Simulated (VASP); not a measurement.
Crystal: MgZr2O3.

```
Mg Zr O
1.0
    -1.63500    2.31500    4.91000
     1.63500   -2.31500    4.91000
     1.63500    2.31500   -4.91000
Mg Zr O
1 2 3
Direct
  0.00000 0.00000 0.00000
  0.66670 0.66670 0.00000
  0.33330 0.33330 0.00000
  0.83330 0.33330 0.50000
  0.16670 0.66670 0.50000
  0.50000 0.00000 0.50000
```

The cell was built by a generator and needn't be a form met in nature.

* Program: VASP 6.6.1
* Task: relaxation of cell and atoms
* Functional: PBE
* Potentials or basis: VASP PAW PBE potentials, release 64 (Mg, Zr_sv, O)
* Cutoff: 520 eV
* k mesh: 5 × 5 × 5
* Occupations: gaussian, width 0.15 eV
* Spin: no spin polarisation

At the start: pressure -7.5 GPa; volume 12.39 Å³/atom.

Task: How do energy, volume and symmetry change on relaxing?

Result: Over 10 steps the energy falls by 179.8 meV/atom and the volume is 11.37 Å³/atom (-8.2 %); space group Immm (No. 71, to 0.05 Å).

The path:
| step | energy change (eV) | largest force (eV/Å) | pressure (GPa) | volume (Å³) |
| --- | --- | --- | --- | --- |
| 1 | 0.0000 | 1.8539 | -7.52 | 74.34 |
| 2 | -0.5278 | 1.9669 | 3.25 | 68.24 |
| 3 | -0.6171 | 1.7627 | 11.17 | 65.22 |
| 4 | -0.8709 | 0.8325 | 10.23 | 65.05 |
| 5 | -0.9532 | 0.3539 | 10.20 | 64.89 |
| 6 | -1.0565 | 0.2365 | 2.43 | 67.31 |
| 7 | -1.0661 | 0.2026 | -0.21 | 68.32 |
| 8 | -1.0662 | 0.1986 | -0.42 | 68.39 |
| 9 | -1.0724 | 0.1393 | -0.32 | 68.35 |
| 10 | -1.0785 | 0.0297 | 0.05 | 68.25 |

Final structure:
```cif
data_structure
_symmetry_space_group_name_H-M 'P 1'
_symmetry_Int_Tables_number 1
_cell_length_a 5.7177
_cell_length_b 5.7177
_cell_length_c 5.7177
_cell_angle_alpha 149.259
_cell_angle_beta 134.010
_cell_angle_gamma 56.340
_cell_volume 68.25
loop_
_atom_site_label
_atom_site_type_symbol
_atom_site_fract_x
_atom_site_fract_y
_atom_site_fract_z
_atom_site_occupancy
Mg1 Mg 0.00000 0.00000 0.00000 1
Zr1 Zr 0.67742 0.67742 0.00000 1
Zr2 Zr 0.32258 0.32258 0.00000 1
O1 O 0.85891 0.35891 0.50000 1
O2 O 0.14109 0.64109 0.50000 1
O3 O 0.50000 0.00000 0.50000 1
```

Caveat: the k mesh is coarse (spacing up to 0.47 Å⁻¹), so the values aren't converged.
